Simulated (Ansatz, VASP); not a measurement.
## Two plane-wave programs on CaAl4O

INCAR

```
SYSTEM = CaAl4O
PREC = Accurate
ENCUT = 520
EDIFF = 1E-6
ISMEAR = 0
SIGMA = 0.1
LREAL = .False.
LASPH = .True.
NELM = 60
ALGO = Normal
ISIF = 2
LWAVE = .False.
LCHARG = .True.
GGA = PE
LELF = .True.
LVHAR = .True.
NBANDS = 23
```

The input KPOINTS:

```
Automatic mesh
0
Gamma
  6 6 4
  0 0 0
```

POSCAR

```
CaAl4O
1.0
    5.2824676100      0.0000000000      0.0000000000
   -2.6412338100      4.5747511500      0.0000000000
    0.0000000000      0.0000000000      4.2423038600
Ca Al O
1 4 1
Direct
    0.0000000000      0.0000000000      0.0000000000
    0.6666666700      0.3333333300      0.0000000000
    0.0030570000      0.5015285000      0.5000000000
    0.4984715000      0.5015285000      0.5000000000
    0.4984715000      0.9969430000      0.5000000000
    0.3333333300      0.6666666700      0.0000000000
```

Input for Ansatz:

```yaml
crystal:
  lattice:
    - [5.28246761, 0.0, 0.0]
    - [-2.64123381, 4.57475115, 0.0]
    - [0.0, 0.0, 4.24230386]
  atoms:
    - { symbol: Ca, position: [0.0, 0.0, 0.0] }
    - { symbol: Al, position: [0.66666667, 0.33333333, 0.0] }
    - { symbol: Al, position: [0.003057, 0.5015285, 0.5] }
    - { symbol: Al, position: [0.4984715, 0.5015285, 0.5] }
    - { symbol: Al, position: [0.4984715, 0.996943, 0.5] }
    - { symbol: O, position: [0.33333333, 0.66666667, 0.0] }
basis:
  ecutwfc: 420
kpoints:
  mp_grid: { grid: [6, 6, 4] }
hamiltonian:
  xc: pbe
scf:
  occupations: { method: gaussian, width: 0.1 }
  lower_state_search: "off"
output:
  forces: true
  stress: true
  eigenvalues: true
```

Change from the starting cell: species swapped into the HoCo4Ni type (P-6m2, No. 187).

Alike in both runs: task single point; functional PBE; k mesh 6 × 6 × 4; occupations gaussian, width 0.1 eV; no spin polarisation.

```csv
,VASP,Ansatz
version,VASP 6.6.1,Ansatz 0.2.0
potentials or method,"VASP PAW PBE potentials, release 64 (Ca_sv, Al, O)","scalar-relativistic, plane waves, PAW"
plane-wave cutoff (eV),520,420
valence electrons in the cell,28,28
```

Ansatz gave:

```
gap on the k mesh at the Fermi level (eV)       : none
pressure (GPa)                                  : 4.5
largest component of the traceless stress (GPa) : 2.40
rms of the force components (eV/Å)              : 0.364
```

Estimate VASP's values.

gap on the k mesh at the Fermi level (eV): none; pressure (GPa): 4.5; largest component of the traceless stress (GPa): 2.41; rms of the force components (eV/Å): 0.364.

Atom by atom the forces differ by 0.000 eV/Å (rms over components). A gap of «none» marks a metal or a gap that the smearing closes. With one functional, cell and mesh, what is left measures potentials, basis and numerics.

Caveats: the k mesh is coarse (spacing up to 0.37 Å⁻¹), so the values aren't converged.
